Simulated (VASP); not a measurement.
```
CELL_PARAMETERS angstrom
      0.00000     3.25755     3.25755
      3.25755     0.00000     3.25755
      3.25755     3.25755     0.00000
ATOMIC_POSITIONS crystal
  In 0.00000 0.00000 0.00000
  Sb 0.25000 0.25000 0.25000
```

Computed with MS2 meta-GGA, VASP's PBE PAW potentials (set 64) (plane waves; VASP). Settings: 520 eV cut-off, 11×11×11 Γ-centred mesh, tetrahedra with Blöchl corrections, potentials In_d Sb.

Unless said otherwise, spin-orbit coupling is left out, though it shifts the bands of the heavy elements here.

Predict the energy per atom (σ→0), band gap (over mesh and band path) with the smallest direct gap where there is one.

* **band gap (over mesh and band path)**: none (metal, semimetal or under 0.01 eV)
* **energy per atom (σ→0)**: 0.109 eV/atom

The absolute energy has meaning only against runs of the same code, potentials and settings.

The compound is InSb in the zinc blende structure. It was relaxed first.
